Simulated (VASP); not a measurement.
Method: PBE GGA, VASP's PBE PAW potentials (set 64) (plane waves; VASP 6.6.1).

VASP input:

### INCAR
```
SYSTEM = SrCl2
PREC = Accurate
ENCUT = 400
EDIFF = 1E-7
NELM = 100
ALGO = Normal
LREAL = .FALSE.
LASPH = .TRUE.
ISMEAR = 0
SIGMA = 0.01
GGA = PE
LMAXMIX = 4
LWAVE = .FALSE.
LCHARG = .FALSE.
LOPTICS = .TRUE.
NBANDS = 48
NEDOS = 1001
CSHIFT = 0.1
```

KPOINTS:
```
Automatic mesh
0
Gamma
7 7 7
0 0 0
```

File POSCAR:
```
SrCl2
1
    0.0000000000     3.5195765713     3.5195765713
    3.5195765713     0.0000000000     3.5195765713
    3.5195765713     3.5195765713     0.0000000000
Sr Cl
1 2
Direct
  0.0000000000   0.0000000000   0.0000000000
  0.2500000000   0.2500000000   0.2500000000
  0.7500000000   0.7500000000   0.7500000000
```

POTCAR, in this order: Sr_sv Cl (PBE.64 set). Program: vasp_std.

### Question
What will the output report for the number of irreducible k-points (NKPTS), largest plane-wave count, number of space-group operations, FFT grid (NGX, NGY, NGZ)?

### Answer

- number of irreducible k-points (NKPTS): 20
- largest plane-wave count: 1600
- number of space-group operations: 48
- FFT grid (NGX, NGY, NGZ): 32 × 32 × 32

The compound is SrCl2 in the fluorite structure. It was relaxed first.
